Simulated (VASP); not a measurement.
Here is a VASP 6.6.1 calculation.

POSCAR

```
AlGa3O6                                 
1.0
   -2.4997796584      4.3297454570     -0.0000000000
   -4.9995593860      0.0000000399     -0.0000000000
   -2.4997796815      1.4432484956      4.4992298653
  Ga              Al              O             
     3     1     6
Direct
     0.3551178396391798    0.3551178396391513    0.9346464810825247
     0.1441947463916061    0.1441947463916355    0.5674157608251158
     0.8595668363409047    0.8595668363408667    0.4212994909773690
     0.6496870550301355    0.6496870550301383    0.0509388349095809
     0.2653522978449699    0.5527077648158538    0.2495316467335661
     0.4470908137075505    0.0424224757113270    0.7590348306681817
     0.5527077648158748    0.9324082906056086    0.2495316467336058
     0.9324082906055974    0.2653522978449129    0.2495316467336346
     0.0424224757112673    0.7514518799129409    0.7590348306682290
     0.7514518799129140    0.4470908137075647    0.7590348306681913
```

Contents of INCAR.step1:

```
ALGO = Fast ; EDIFF = 1E-6
ENCUT = 520 ; GGA = PE
ISIF = 2 ; ISMEAR = 0
KPAR = 4 ; LASPH = True
LCHARG = True ; LREAL = False
LWAVE = False ; NELM = 60
PREC = Accurate ; SIGMA = 0.02
```

File KPOINTS.step1:

```
k-points
0
Gamma
  6 6 6
```

Contents of INCAR.step2:

```
ALGO = Fast ; EDIFF = 1E-6
ENCUT = 520 ; GGA = PE
ICHARG = 11 ; ISIF = 2
ISMEAR = 0 ; KPAR = 4
LASPH = True ; LCHARG = False
LREAL = False ; LWAVE = False
NELM = 60 ; PREC = Accurate
SIGMA = 0.05
```

File KPOINTS.step2:

```
path GLB1,BZGX,QFP1Z,LP
20
line-mode
reciprocal
 0.0000000000  0.0000000000  0.0000000000  G
 0.0000000000 -0.5000000000  0.0000000000  L

 0.0000000000 -0.5000000000  0.0000000000  L
 0.4675393903 -0.2662303049  0.2337696951  B1

 0.2662303049 -0.2662303049  0.5000000000  B
 0.0000000000  0.0000000000  0.5000000000  Z

 0.0000000000  0.0000000000  0.5000000000  Z
 0.0000000000  0.0000000000  0.0000000000  G

 0.0000000000  0.0000000000  0.0000000000  G
 0.3668848476 -0.3668848476  0.0000000000  X

 0.3668848476 -0.2662303049  0.3668848476  Q
 0.5000000000  0.0000000000  0.5000000000  F

 0.5000000000  0.0000000000  0.5000000000  F
 0.3993454573  0.0000000000  0.6331151524  P1

 0.3993454573  0.0000000000  0.6331151524  P1
 0.0000000000  0.0000000000  0.5000000000  Z

 0.0000000000 -0.5000000000  0.0000000000  L
 0.0000000000 -0.3993454573  0.3668848476  P
```

Potentials or basis: VASP PAW PBE potentials, release 64 (Ga_d, Al, O).

Launch:

```bash
$ cat potpaw_PBE.64/Ga_d/POTCAR potpaw_PBE.64/Al/POTCAR potpaw_PBE.64/O/POTCAR > POTCAR
$ cp INCAR.step1 INCAR
$ cp KPOINTS.step1 KPOINTS
$ mpirun -np 4 vasp_std > vasp.out
$ cp INCAR.step2 INCAR
$ cp KPOINTS.step2 KPOINTS
$ mpirun -np 4 vasp_std > vasp.out
```

What does it give for the band gap along the path?

3.01 eV, indirect (least direct gap 3.18 eV).

Predict the band gap on the k mesh.

3.01 eV, indirect (least direct gap 3.18 eV).

Levels at the corners of the path, in eV from the valence-band top:
```
point  band 35  band 36  band 37  band 38  band 39  band 40  band 41  band 42  band 43  band 44
    Γ    -0.38    -0.38    -0.26    -0.17    -0.17     3.01     6.47     7.11     9.41    10.09
    L    -1.08    -0.95    -0.85    -0.24    -0.16     6.03     6.26     6.35     8.36     9.70
    L    -1.08    -0.95    -0.85    -0.24    -0.16     6.03     6.26     6.35     8.37     9.71
   B1    -0.95    -0.70    -0.65    -0.42    -0.29     6.26     6.60     6.76     8.40     8.88
    B    -0.95    -0.70    -0.65    -0.42    -0.29     6.26     6.60     6.76     8.40     8.88
    Z    -1.44    -0.43    -0.43    -0.21    -0.21     5.57     6.02     7.40     8.73     9.38
    Z    -1.44    -0.43    -0.43    -0.21    -0.21     5.57     6.02     7.40     8.73     9.38
    Γ    -0.38    -0.38    -0.26    -0.17    -0.17     3.01     6.47     7.11     9.41    10.09
    Γ    -0.38    -0.38    -0.26    -0.17    -0.17     3.01     6.47     7.11     9.40    10.09
    X    -0.76    -0.75    -0.58    -0.47    -0.20     6.12     6.51     6.72     8.49     8.86
    Q    -0.76    -0.75    -0.58    -0.47    -0.20     6.12     6.51     6.72     8.49     8.86
    F    -1.05    -0.87    -0.80    -0.37    -0.17     6.24     6.57     7.12     8.71     9.02
    F    -1.05    -0.87    -0.80    -0.37    -0.17     6.24     6.57     7.12     8.71     9.03
   P1    -1.01    -0.83    -0.63    -0.55    -0.32     6.32     6.68     6.90     8.44     9.04
   P1    -1.01    -0.83    -0.63    -0.55    -0.32     6.32     6.68     6.90     8.45     9.04
    Z    -1.44    -0.43    -0.43    -0.21    -0.21     5.57     6.02     7.40     8.73     9.38
    L    -1.08    -0.95    -0.85    -0.24    -0.16     6.03     6.26     6.35     8.36     9.74
    P    -1.01    -0.83    -0.63    -0.55    -0.32     6.32     6.68     6.90     8.44     9.04
```

Caveat: the log is that of the step along the path at fixed density, whose energy, stress, charges and moments have no meaning. PBE gaps usually lie below the measured ones, often by a third to a half.
